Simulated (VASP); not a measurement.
**ErSi₂ (relaxed from the AlB2 structure, space group P6/mmm): computed properties**

Method: r2SCAN meta-GGA, VASP's PBE PAW potentials (set 64) (plane waves; VASP 6.6.1).

For ErSi$_{2}$, the space group is P6/mmm (191). The cell comes out as a = b = 4.0370 Å, c = 3.9079 Å, α = β = 90.00°, γ = 120.00°, the volume per atom is 18.39 Å³/atom and the band gap (over mesh and band path) comes out as none (metal, semimetal or under 0.01 eV). The density comes out as 6.73 g/cm³.

```cif
data_ErSi2
_chemical_formula_sum 'Er1 Si2'
_space_group_name_H-M_alt 'P6/mmm'
_space_group_IT_number 191
_space_group_name_Hall '-P 6 2'
_cell_length_a 4.03704
_cell_length_b 4.03704
_cell_length_c 3.90788
_cell_angle_alpha 90.000
_cell_angle_beta 90.000
_cell_angle_gamma 120.000
loop_
_atom_site_label
_atom_site_type_symbol
_atom_site_symmetry_multiplicity
_atom_site_Wyckoff_symbol
_atom_site_fract_x
_atom_site_fract_y
_atom_site_fract_z
_atom_site_occupancy
Er1 Er 1 a 0.00000 0.00000 0.00000 1
Si1 Si 2 d 0.33333 0.66667 0.50000 1
```

The 4f electrons are frozen in the core of the lanthanide potential, so 4f levels, which can set the real gap, and their magnetism are missing.

The structure was generated: ErSi2 was put into the AlB2 type (P6/mmm), which need not be its known phase. It was relaxed first, which changed the volume by -18 %. Symmetry was kept, so distortions that lower it aren't found. The electron count is odd and the run is not spin-polarised, which forces a metal.
